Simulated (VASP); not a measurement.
Input:

```
CuZn
1.0
    2.85241     0.00000     0.00000
    0.00000     2.85241     0.00000
    0.00000     0.00000     2.85241
Zn Cu
1 1
Cartesian
  1.42620   1.42620   1.42620
  0.00000   0.00000   0.00000
```

These are PBEsol GGA, VASP's PBE PAW potentials (set 64) (plane waves; VASP) values and carry that method's errors. Numerical set-up: 500 eV cut-off, 13×13×13 Γ-centred mesh, first-order Methfessel-Paxton smearing of 0.10 eV, potentials Zn Cu.

Energy and stress use the plane-wave basis of the starting cell.

The ions, cell shape and volume at an external pressure of 20.0 GPa are relaxed. Give the cell that the relaxation ends in.

```
CuZn
1.0
    2.80698     0.00000     0.00000
    0.00000     2.80698     0.00000
    0.00000     0.00000     2.80698
Zn Cu
1 1
Cartesian
  1.40349   1.40349   1.40349
  0.00000   0.00000   0.00000
```
Space group Pm-3m (221), at a tolerance of 0.03 Å.

How do energy and volume change from the first to the last step?

The energy (σ→0) changes by +49.9 meV/atom and the volume by -4.7 %, in 3 ionic steps.

```csv
step,E(σ→0) (eV),max force (eV/Å),pressure (GPa),volume (Å³)
1,-6.0457,0.000,10.02,23.21
2,-5.7342,0.000,35.06,20.86
3,-5.9458,0.000,19.94,22.12
```

The compound is CuZn in the CsCl type structure. This run relaxes it under an external pressure of 20 GPa. Symmetry was kept, so distortions that lower it aren't found. The electron count is odd and the run is not spin-polarised, which forces a metal.
